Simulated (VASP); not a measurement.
# Ga15NiN16 (a cell with a defect) in VASP: single point with PBEsol+U

Aim: the single point of Ga15NiN16 (a cell with a defect) with PBEsol+U.

Program: VASP 6.6.1. These are calculated values, not measurements. Logs are shortened: lines on timing, memory, paths and dates and some standing lists are left out, and cuts for length are marked.

**1. The structure**

The cell holds a defect, 32 atoms: a = 6.380 Å, b = 6.380 Å, c = 10.378 Å, α = 90.00°, β = 90.00°, γ = 120.00°.

**2. Single point, PBEsol+U**

INCAR

```
PREC = Accurate
ENCUT = 450
EDIFF = 1E-5
ISMEAR = 0
SIGMA = 0.03
LREAL = Auto
LASPH = True
NELM = 120
ALGO = Normal
ISIF = 2
LWAVE = False
LCHARG = False
LMAXMIX = 4
LDAU = True
LDAUTYPE = 2
LDAUL = 2 -1 -1
LDAUU = 5 0 0
LDAUJ = 0 0 0
LDAUPRINT = 1
GGA = PS
LORBIT = 11
KPAR = 4
```

KPOINTS

```
Automatic mesh
0
Gamma
  3 3 2
```

POSCAR

```
Ga15NiN16
1.0
    6.3800000000      0.0000000000      0.0000000000
   -3.1900000000      5.5252420762      0.0000000000
    0.0000000000      0.0000000000     10.3780000000
Ni Ga N
1 15 16
Direct
    0.3333333333      0.1666666667      0.0000000000
    0.3333333333      0.1666666667      0.5000000000
    0.3333333333      0.6666666667      0.0000000000
    0.3333333333      0.6666666667      0.5000000000
    0.8333333333      0.1666666667      0.0000000000
    0.8333333333      0.1666666667      0.5000000000
    0.8333333333      0.6666666667      0.0000000000
    0.8333333333      0.6666666667      0.5000000000
    0.1666666667      0.3333333333      0.2500000000
    0.1666666667      0.3333333333      0.7500000000
    0.1666666667      0.8333333333      0.2500000000
    0.1666666667      0.8333333333      0.7500000000
    0.6666666667      0.3333333333      0.2500000000
    0.6666666667      0.3333333333      0.7500000000
    0.6666666667      0.8333333333      0.2500000000
    0.6666666667      0.8333333333      0.7500000000
    0.3333333333      0.1666666667      0.1875000000
    0.3333333333      0.1666666667      0.6875000000
    0.3333333333      0.6666666667      0.1875000000
    0.3333333333      0.6666666667      0.6875000000
    0.8333333333      0.1666666667      0.1875000000
    0.8333333333      0.1666666667      0.6875000000
    0.8333333333      0.6666666667      0.1875000000
    0.8333333333      0.6666666667      0.6875000000
    0.1666666667      0.3333333333      0.4375000000
    0.1666666667      0.3333333333      0.9375000000
    0.1666666667      0.8333333333      0.4375000000
    0.1666666667      0.8333333333      0.9375000000
    0.6666666667      0.3333333333      0.4375000000
    0.6666666667      0.3333333333      0.9375000000
    0.6666666667      0.8333333333      0.4375000000
    0.6666666667      0.8333333333      0.9375000000
```

Potentials or basis: VASP PAW PBE potentials, release 64 (Ni, Ga_d, N).

Run with:

```bash
$ cat potpaw_PBE.64/Ni/POTCAR potpaw_PBE.64/Ga_d/POTCAR potpaw_PBE.64/N/POTCAR > POTCAR
$ mpirun -np 4 vasp_std > vasp.out
```

OUTCAR:

```text
PREC = Accurate
   ENCUT = 450
   EDIFF = 1E-5
   ISMEAR = 0
   LREAL = Auto
   LASPH = True
   NELM = 120
   ISIF = 2
   GGA = PS
   LORBIT = 11

 ion  position               nearest neighbor table
   1  0.333  0.167  0.000-  17 1.95  26 1.95  30 1.95  28 1.95
   2  0.333  0.167  0.500-  18 1.95  25 1.95  29 1.95  27 1.95
   3  0.333  0.667  0.000-  19 1.95  28 1.95  32 1.95  26 1.95
   4  0.333  0.667  0.500-  20 1.95  27 1.95  31 1.95  25 1.95
   5  0.833  0.167  0.000-  21 1.95  30 1.95  26 1.95  32 1.95
   6  0.833  0.167  0.500-  22 1.95  29 1.95  25 1.95  31 1.95
[... 24 lines left out ...]
  31  0.667  0.833  0.438-  15 1.95   8 1.95   4 1.95   6 1.95
  32  0.667  0.833  0.938-  16 1.95   7 1.95   3 1.95   5 1.95

  LATTYP: Found a hexagonal cell.
 ALAT       =     6.3800000000
 C/A-ratio  =     1.6266457680

  Lattice vectors:

 A1 = (   6.3800000000,   0.0000000000,   0.0000000000)
 A2 = (  -3.1900000000,   5.5252420762,   0.0000000000)
 A3 = (   0.0000000000,   0.0000000000,  10.3780000000)

Analysis of symmetry for initial positions (statically):
=====================================================================
 Subroutine PRICEL returns:
 Original cell was already a primitive cell.

 Routine SETGRP: Setting up the symmetry group for a
 hexagonal supercell.

 Subroutine GETGRP returns: Found  6 space group operations
 (whereof  2 operations were pure point group operations)
 out of a pool of 24 trial point group operations.

The static configuration has the point symmetry C_1h.
 The point group associated with its full space group is C_3v.

Analysis of symmetry for dynamics (positions and initial velocities):
=====================================================================
 Subroutine PRICEL returns:
 Original cell was already a primitive cell.

 Routine SETGRP: Setting up the symmetry group for a
 hexagonal supercell.

 Subroutine GETGRP returns: Found  6 space group operations
 (whereof  2 operations were pure point group operations)
 out of a pool of 24 trial point group operations.

The dynamic configuration has the point symmetry C_1h.
 The point group associated with its full space group is C_3v.

 Subroutine INISYM returns: Found  6 space group operations
 (whereof  2 operations are pure point group operations),
 and found     1 'primitive' translations

----------------------------------------------------------------------------------------

                                     Primitive cell

  volume of cell :     365.8353

  direct lattice vectors                    reciprocal lattice vectors
     6.380000000  0.000000000  0.000000000     0.156739812  0.090493773  0.000000000
    -3.190000000  5.525242076  0.000000000     0.000000000  0.180987545  0.000000000
     0.000000000  0.000000000 10.378000000     0.000000000  0.000000000  0.096357680

  length of vectors
     6.380000000  6.380000000 10.378000000     0.180987545  0.180987545  0.096357680

  position of ions in fractional coordinates (direct lattice)
     0.333333333  0.166666667  0.000000000
     0.333333333  0.166666667  0.500000000
     0.333333333  0.666666667  0.000000000
     0.333333333  0.666666667  0.500000000
     0.833333333  0.166666667  0.000000000
     0.833333333  0.166666667  0.500000000
[... 24 lines left out ...]
     0.666666667  0.833333333  0.437500000
     0.666666667  0.833333333  0.937500000

  ion indices of the primitive-cell ions
   primitive index   ion index
                 1           1
                 2           2
                 3           3
                 4           4
                 5           5
                 6           6
[... 24 lines left out ...]
                31          31
                32          32

----------------------------------------------------------------------------------------

 KPOINTS: Automatic mesh

[... 59 lines left out ...]
   NELECT =     285.0000    total number of electrons
   NUPDOWN=      -1.0000    fix difference up-down
   EMIN   =  10.00;   EMAX   =-10.00  energy-range for DOS
   EFERMI =   0.00;   METHOD = LEGACY
   ISMEAR =     0;   SIGMA  =   0.03  broadening in eV -4-tet -1-fermi 0-gaus
   EFERMI_NEDOS =   21; number of points for ismear=-14 and -15
   IALGO  =     38    algorithm
   IMIX   =      4    mixing-type and parameters
     AMIX     =   0.40;   BMIX     =  1.00
     AMIX_MAG =   1.60;   BMIX_MAG =  1.00
  volume/ion in A,a.u.               =      11.43        77.15
  Fermi-wavevector in a.u.,A,eV,Ry     =   1.506357  2.846602 30.873133  2.269111
  Thomas-Fermi vector in A             =   2.617085
   LORBIT       =     11    0 simple, 1 ext, 2 COOP (PROOUT), +10 PAW based schemes
 LDA+U is selected, type is set to LDAUTYPE =  2
   angular momentum for each species LDAUL =     2   -1   -1
   U (eV)           for each species LDAUU =   5.0  0.0  0.0
   J (eV)           for each species LDAUJ =   0.0  0.0  0.0
   GGA     = PS    functional components
   LHFCALC =     F    Hartree Fock is set to
   AEXX    =    0.0000 exact exchange contribution
   IVDW    =     0    specifies the selected vdW correction
   LEPSILON=     F    determine dielectric tensor
   LRPA    =     F    only Hartree local field effects (RPA)
 non-spin polarized calculation
 Gauss-broadening in eV      SIGMA  =   0.03
  energy-cutoff  :      450.00
  volume of cell :      365.84
 maximum number of plane-waves:      7950
 NGX is ok and might be reduce to    48
   NGX = 23   NGY = 23   NGZ = 35

atom =   1  type =  1  l = 2

 onsite density matrix

spin component  1

  0.8548 -0.0000 -0.0000  0.0753 -0.0000
 -0.0000  0.9228  0.0000  0.0000  0.0753
 -0.0000  0.0000  0.6953 -0.0000  0.0000
  0.0753  0.0000 -0.0000  0.9228  0.0000
 -0.0000  0.0753  0.0000  0.0000  0.8548

spin component  2

  0.8548 -0.0000 -0.0000  0.0753 -0.0000
 -0.0000  0.9228  0.0000  0.0000  0.0753
 -0.0000  0.0000  0.6953 -0.0000  0.0000
  0.0753  0.0000 -0.0000  0.9228  0.0000
 -0.0000  0.0753  0.0000  0.0000  0.8548

 occupancies and eigenvectors

  o =  0.6953  v =  0.0000 -0.0000 -1.0000 -0.0000  0.0000  0.0000  0.0000  0.0000  0.0000  0.0000      0.0000  0.0000  0.0000  0.0000  0.0000  0.0000  0.0000  0.0000  0.0000  0.0000
  o =  0.6953  v =  0.0000  0.0000  0.0000  0.0000  0.0000  0.0000 -0.0000 -1.0000 -0.0000  0.0000      0.0000  0.0000  0.0000  0.0000  0.0000  0.0000  0.0000  0.0000  0.0000  0.0000
  o =  0.8062  v =  0.0000  0.0000  0.0000  0.0000  0.0000 -0.8401  0.0000 -0.0000  0.5424 -0.0000      0.0000  0.0000  0.0000  0.0000  0.0000  0.0000  0.0000  0.0000  0.0000  0.0000
  o =  0.8062  v = -0.8401  0.0000 -0.0000  0.5424 -0.0000  0.0000  0.0000  0.0000  0.0000  0.0000      0.0000  0.0000  0.0000  0.0000  0.0000  0.0000  0.0000  0.0000  0.0000  0.0000
  o =  0.8062  v =  0.0000 -0.5424  0.0000  0.0000  0.8401  0.0000  0.0000  0.0000  0.0000  0.0000      0.0000  0.0000  0.0000  0.0000  0.0000  0.0000  0.0000  0.0000  0.0000  0.0000
  o =  0.8062  v =  0.0000  0.0000  0.0000  0.0000  0.0000  0.0000 -0.5424  0.0000  0.0000  0.8401      0.0000  0.0000  0.0000  0.0000  0.0000  0.0000  0.0000  0.0000  0.0000  0.0000
  o =  0.9714  v =  0.5424  0.0000 -0.0000  0.8401 -0.0000  0.0000  0.0000  0.0000  0.0000  0.0000      0.0000  0.0000  0.0000  0.0000  0.0000  0.0000  0.0000  0.0000  0.0000  0.0000
  o =  0.9714  v =  0.0000  0.0000  0.0000  0.0000  0.0000  0.5424  0.0000 -0.0000  0.8401 -0.0000      0.0000  0.0000  0.0000  0.0000  0.0000  0.0000  0.0000  0.0000  0.0000  0.0000
  o =  0.9714  v =  0.0000  0.8401  0.0000  0.0000  0.5424  0.0000  0.0000  0.0000  0.0000  0.0000      0.0000  0.0000  0.0000  0.0000  0.0000  0.0000  0.0000  0.0000  0.0000  0.0000
  o =  0.9714  v =  0.0000  0.0000  0.0000  0.0000  0.0000  0.0000  0.8401  0.0000  0.0000  0.5424      0.0000  0.0000  0.0000  0.0000  0.0000  0.0000  0.0000  0.0000  0.0000  0.0000

 number of electron     285.0000014 magnetization

 Free energy of the ion-electron system (eV)
  ---------------------------------------------------
  ext. energy  EPLUGINS =         0.00000000
  ---------------------------------------------------
  free energy    TOTEN  =      -206.02769119 eV

  energy without entropy =     -206.01545121  energy(sigma->0) =     -206.02157120

 E-fermi :   5.9218     XC(G=0): -11.8778

 val. band max:        5.9181584315   @ k =   0.3333  -0.0000   0.5000
 cond. band min:       5.9234911937   @ k =   0.3333   0.3333   0.0000
 fundamental gap:      0.0053327623
 Fermi energy:         5.9218314875

 k-point     1 :       0.0000    0.0000    0.0000
  band No.  band energies     occupation
      1     -10.8256      2.00000
      2     -10.2689      2.00000
      3     -10.2033      2.00000
      4      -9.9354      2.00000
      5      -9.9354      2.00000
      6      -9.9157      2.00000
[... 931 lines left out ...]
    153      11.6456      0.00000
    154      11.6511      0.00000
 [bands above 154 left out]

------------------------ aborting loop because EDIFF is reached ----------------------------------------

  FORCE on cell =-STRESS in cart. coord.  units (eV):
  Direction    XX          YY          ZZ          XY          YZ          ZX
  --------------------------------------------------------------------------------------
  -------------------------------------------------------------------------------------
  Total       -8.4136597     -8.4136597     -5.1020146      0.0000000      0.0000000      0.0000000
  in kB      -36.8476561    -36.8476561    -22.3442933      0.0000000      0.0000000      0.0000000
  external PRESSURE =     -32.0132018 kB  Pullay stress =       0.0000000 kB

 VOLUME and BASIS-vectors are now :
 -----------------------------------------------------------------------------
  energy-cutoff  :      450.00
  volume of cell :      365.84
      direct lattice vectors                 reciprocal lattice vectors
     6.380000000  0.000000000  0.000000000     0.156739812  0.090493773  0.000000000
    -3.190000000  5.525242076  0.000000000     0.000000000  0.180987545  0.000000000
     0.000000000  0.000000000 10.378000000     0.000000000  0.000000000  0.096357680

 POSITION                                       TOTAL-FORCE (eV/Angst)
 -----------------------------------------------------------------------------------
      1.59500      0.92087      0.00000        -0.000000      0.000000     -0.186628
      1.59500      0.92087      5.18900        -0.000000      0.000000     -0.098285
     -0.00000      3.68349      0.00000         0.118298      0.068299      0.034596
     -0.00000      3.68349      5.18900         0.029181      0.016848     -0.155630
      4.78500      0.92087      0.00000         0.000000     -0.136599      0.034596
      4.78500      0.92087      5.18900        -0.000000     -0.033695     -0.155630
[... 24 lines left out ...]
      1.59500      4.60437      4.54038        -0.000000      0.000000      0.165026
      1.59500      4.60437      9.72938        -0.000000      0.000000      0.048171
 -----------------------------------------------------------------------------------
    total drift:                               -0.000010     -0.000008      0.007995

  FREE ENERGIE OF THE ION-ELECTRON SYSTEM (eV)
  ---------------------------------------------------
  free  energy   TOTEN  =      -206.0276911911 eV

  energy  without entropy=     -206.0154512105  energy(sigma->0) =     -206.02157120

 total charge

# of ion       s       p       d       tot
------------------------------------------
    1        0.459   0.531   8.467   9.458
    2        0.789   0.903  10.181  11.872
    3        0.792   0.897  10.175  11.864
    4        0.790   0.902  10.180  11.871
    5        0.792   0.897  10.175  11.864
    6        0.790   0.902  10.180  11.871
[... 24 lines left out ...]
   31        1.223   2.493   0.000   3.716
   32        1.223   2.490   0.000   3.713
--------------------------------------------------
tot         31.961  53.612 161.137 246.710
```

Wall time 2.6 min (4 MPI ranks of Intel Xeon 6975P-C (Granite Rapids), shared host); peak memory 0.52 GiB.

What came out:

| Property | Result |
| --- | --- |
| Free energy | -206.0277 eV |
| Largest force | 0.494 eV/Å |
| Band gap on the k mesh | none (metal or under the smearing width) |
| Valence electrons inside the program's atomic spheres | Ni 9.46; Ga 11.87, 11.86; N 3.67, 3.71, 3.66, 3.72 |

Forces in eV/Å, atoms in the order of the input:
```
Ni   0.000  0.000 -0.187
Ga   0.000  0.000 -0.098
Ga   0.118  0.068  0.035
Ga   0.029  0.017 -0.156
Ga   0.000 -0.137  0.035
Ga   0.000 -0.034 -0.156
Ga  -0.118  0.068  0.035
Ga  -0.029  0.017 -0.156
Ga  -0.010  0.006 -0.365
Ga   0.089 -0.052 -0.052
Ga   0.000 -0.011 -0.365
Ga   0.000  0.103 -0.052
Ga   0.010  0.006 -0.365
Ga  -0.089 -0.052 -0.052
Ga   0.000  0.000 -0.216
Ga   0.000  0.000 -0.030
N    0.000  0.000 -0.412
N    0.000  0.000  0.004
N   -0.022 -0.013  0.147
N    0.013  0.008  0.086
N    0.000  0.025  0.147
N    0.000 -0.015  0.086
N    0.022 -0.013  0.147
N   -0.013  0.008  0.086
N    0.005 -0.003  0.160
N    0.267 -0.154  0.387
N    0.000  0.005  0.160
N    0.000  0.308  0.387
N   -0.005 -0.003  0.160
N   -0.267 -0.154  0.387
N    0.000  0.000  0.165
N    0.000  0.000  0.048
```

Levels at points of the mesh, in eV from the Fermi level:
| k point | band 140 | band 141 | band 142 | band 143 | band 144 | band 145 |
| --- | --- | --- | --- | --- | --- | --- |
| (0.00, 0.00, 0.00) | -0.99 | -0.99 | 0.04 | 0.34 | 0.34 | 1.14 |
| (0.00, 0.00, 0.50) | -0.96 | -0.96 | -0.29 | 0.33 | 0.33 | 2.26 |

Eigenvalues of the final occupation matrices:
```
    site  spin  trace               eigenvalues
site 1 d     1   4.25  0.70 0.81 0.81 0.97 0.97
site 1 d     2   4.25  0.70 0.81 0.81 0.97 0.97
```

Caveat: the k mesh is coarse (spacing up to 0.38 Å⁻¹), so the values aren't converged; the cutoff is under 1.25 times the usual one of these potentials, so pressure, stress and relaxed cells hold a basis-set (Pulay) error; the PAW data sets were made with another functional, which shifts forces and pressure a little; the cell's inner coordinates are idealised or old, which leaves forces on the atoms; the run has no spin polarisation, though such a crystal can be magnetic; U without spin polarisation on a metal has little footing. Spin polarisation is off, so any magnetic state and its effect on volume and gap are missing.
